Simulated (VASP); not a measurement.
Input:

```
CELL_PARAMETERS angstrom
      4.14812     0.00000     0.00000
     -2.07406     3.59238     0.00000
      0.00000     0.00000     6.80591
ATOMIC_POSITIONS crystal
  In 0.33333 0.66667 0.00018
  In 0.66667 0.33333 0.50018
  P  0.33333 0.66667 0.37482
  P  0.66667 0.33333 0.87482
```

Computed with PBEsol GGA, VASP's PBE PAW potentials (set 64) (plane waves; VASP 6.6.1). Settings: 400 eV cut-off, Gaussian smearing of 0.050 eV, potentials In_d P.

Unless said otherwise, spin-orbit coupling is left out, though it shifts the bands of the heavy elements here.

Q: Give the energies of bands 13 to 21 at the high-symmetry points, in eV from the valence-band maximum.

A: 
```tsv
band	Γ	M	K	A	L	H
13	-5.81	-5.84	-5.31	-3.54	-5.77	-5.74
14	-1.04	-4.94	-5.31	-3.54	-5.77	-5.74
15	-1.04	-3.54	-3.95	-0.57	-1.84	-3.30
16	-0.11	-2.36	-2.59	-0.57	-1.84	-3.30
17	0.00	-2.00	-2.59	-0.57	-1.78	-1.47
18	0.00	-1.02	-2.35	-0.57	-1.78	-1.47
19	0.64	1.74	2.46	1.71	1.67	2.45
20	1.12	2.46	4.25	1.71	1.67	2.45
21	3.88	3.58	4.25	4.48	3.20	4.55
```

The gap is direct, 0.64 eV, from the valence maximum at Γ to the conduction minimum at Γ.

The structure was generated: InP was put into the wurtzite type (P6_3mc), which need not be its known phase. It was relaxed first, which changed the volume by +7 %.
